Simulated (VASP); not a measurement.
MgO (rock salt):

```yaml
crystal:
  lattice:
    - [0.00000, 2.10500, 2.10500]
    - [2.10500, 0.00000, 2.10500]
    - [2.10500, 2.10500, 0.00000]
  atoms:
    - { symbol: Mg, position: [0.00000, 0.00000, 0.00000] }
    - { symbol: O, position: [0.50000, 0.50000, 0.50000] }
```

The lowest empty band near Γ, direction [100], from PBE with spin-orbit coupling in VASP (PAW); its two spin partners are averaged. The gap over the points computed is 4.73 eV, and the next band on that side lies 11.07 eV away at the edge.

Settings: 520 eV cut-off, 12×12×12 Γ-centred mesh, Gaussian smearing of 0.050 eV, potentials Mg O.

| distance from the edge in k (1/Å) | distance in energy (meV) |
|---|---|
| 0.018 | 3.6 |
| 0.025 | 6.9 |
| 0.035 | 13.5 |
| 0.050 | 27.4 |
| 0.070 | 53.4 |

**Question.** Fit E(1 + αE) = ħ²k²/2m* (ħ²/2m0 = 3.810 eV Å²) and predict the row at 0.095 1/Å.

**Answer.** The rows don't resolve α, so a parabola serves: the electron mass is m* = 0.349 m0, and so 98.5 meV. The run gave 97.4 meV, -1.1 meV from the fit.

Left out are points under 3 meV from the edge, since the levels carry 0.1 meV, and points farther than half the way to the next band.

The compound is MgO in the rock salt structure. The cell was not relaxed at this level.
